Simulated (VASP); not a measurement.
Method: MS2 meta-GGA, VASP's PBE PAW potentials (set 64) (plane waves; VASP).

A VASP calculation is set up with these files.

**POSCAR**
```
CdSe
1
    0.0000000000     3.0011001250     3.0011001250
    3.0011001250     0.0000000000     3.0011001250
    3.0011001250     3.0011001250     0.0000000000
Cd Se
1 1
Direct
  0.0000000000   0.0000000000   0.0000000000
  0.2500000000   0.2500000000   0.2500000000
```

### INCAR
```
! general
SYSTEM   =  CdSe
PREC     =  Accurate
ENCUT    =  520   ! plane-wave cut-off (eV)
LREAL    =  .False.   ! projection in real space or not
LASPH    =  .True.

! electronic loop
EDIFF    =  1E-7   ! SCF stop (eV)
NELM     =  100   ! most electronic steps
ALGO     =  Normal   ! blocked Davidson
LMAXMIX  =  4
LMIXTAU  =  .True.

! smearing
ISMEAR   =  0
SIGMA    =  0.05

! functional
METAGGA  =  MS2

! ions
ISIF     =  2

! output
LWAVE    =  .False.
LCHARG   =  .False.
```

KPOINTS:
```
Automatic mesh
0
Gamma
8 8 8
0 0 0
```

POTCAR, in this order: Cd Se (PBE.64 set). Program: vasp_std.

What VASP printed:

**OSZICAR**
```
       N       E                     dE             d eps       ncg     rms          rms(c)
DAV:   1     0.982852788064E+02    0.98285E+02   -0.86142E+03   762   0.121E+03
DAV:   2    -0.138967740474E+02   -0.11218E+03   -0.10654E+03   829   0.284E+02
DAV:   3    -0.184415153705E+02   -0.45447E+01   -0.45299E+01   884   0.618E+01
DAV:   4    -0.184612085795E+02   -0.19693E-01   -0.19691E-01   809   0.424E+00
DAV:   5    -0.184613036136E+02   -0.95034E-04   -0.95033E-04   884   0.258E-01    0.146E+01
DAV:   6    -0.288747068350E+01    0.15574E+02   -0.29815E+01   754   0.930E+01    0.970E+00
DAV:   7    -0.351192079685E+01   -0.62445E+00   -0.93314E-01   789   0.130E+01    0.529E+00
DAV:   8    -0.313978421997E+01    0.37214E+00   -0.14721E+00   754   0.177E+01    0.152E+00
DAV:   9    -0.355856539008E+01   -0.41878E+00   -0.89776E-01   754   0.106E+01    0.607E-01
DAV:  10    -0.339197264788E+01    0.16659E+00   -0.17385E-01   754   0.439E+00    0.321E-01
DAV:  11    -0.338578143890E+01    0.61912E-02   -0.55250E-02   764   0.254E+00    0.694E-02
DAV:  12    -0.338405119094E+01    0.17302E-02   -0.36238E-03   814   0.667E-01    0.371E-02
DAV:  13    -0.338651156977E+01   -0.24604E-02   -0.17492E-03   774   0.549E-01    0.222E-02
DAV:  14    -0.338672198509E+01   -0.21042E-03   -0.13780E-04   794   0.145E-01    0.122E-02
DAV:  15    -0.338670207884E+01    0.19906E-04   -0.29710E-05   779   0.891E-02    0.726E-03
DAV:  16    -0.338672270438E+01   -0.20626E-04   -0.23968E-05   774   0.843E-02    0.449E-03
DAV:  17    -0.338672112267E+01    0.15817E-05   -0.35178E-06   794   0.258E-02    0.252E-03
DAV:  18    -0.338672685065E+01   -0.57280E-05   -0.22472E-06   779   0.188E-02    0.309E-03
DAV:  19    -0.338672682775E+01    0.22894E-07   -0.95545E-07   759   0.142E-02
   1 F= -.33867268E+01 E0= -.33867268E+01  d E =-.725430E-17
```

**OUTCAR**
```
------------------------ aborting loop because EDIFF is reached ----------------------------------------
  FORCE on cell =-STRESS in cart. coord.  units (eV):
  Direction    XX          YY          ZZ          XY          YZ          ZX
  --------------------------------------------------------------------------------------
  Total        1.2286917      1.2286917      1.2286917      0.0000000      0.0000000      0.0000000
  in kB       36.4151460     36.4151460     36.4151460      0.0000000      0.0000000      0.0000000
  external PRESSURE =      36.4151460 kB  Pullay stress =       0.0000000 kB
  volume of cell :       54.06
      direct lattice vectors                 reciprocal lattice vectors
     0.000000000  3.001100125  3.001100125    -0.166605571  0.166605571  0.166605571
     3.001100125  0.000000000  3.001100125     0.166605571 -0.166605571  0.166605571
     3.001100125  3.001100125  0.000000000     0.166605571  0.166605571 -0.166605571
  FREE ENERGIE OF THE ION-ELECTRON SYSTEM (eV)
  ---------------------------------------------------
  free  energy   TOTEN  =        -3.3867268278 eV

  energy  without entropy=       -3.3867268278  energy(sigma->0) =       -3.38672683
```
(Selected blocks of OUTCAR.)

The compound is CdSe in the zinc blende structure, whereas wurtzite is the usual form. This cell is one point of a volume scan, at 0.94 of the reference volume.
